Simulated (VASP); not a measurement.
Energy against volume of Tc (hcp). Computed with SCAN meta-GGA, VASP's PBE PAW potentials (set 64) (plane waves; VASP 6.6.1). Numerical set-up: 520 eV cut-off, 15×15×8 Γ-centred mesh, first-order Methfessel-Paxton smearing of 0.10 eV, potentials Tc_pv.

Shape and ions are relaxed at each volume.

```
V (Å³/atom)  E (eV/atom)
-----------  -----------
13.247         -35.00690
13.670         -35.05173
14.092         -35.06543
14.515         -35.05272
```

Fit these four points and predict the energy of the run at 14.938 Å³/atom.

A cubic in V^(−2/3), the third-order Birch-Murnaghan form, passes through the four points with V0 = 14.09 Å³/atom and B0 = 334 GPa, and gives -35.0175 eV/atom there. The run gave -35.0180 eV/atom, -0.6 meV/atom from the fit; all five points give B0 = 331 GPa.

The compound is Tc in the hcp structure. It was relaxed first.
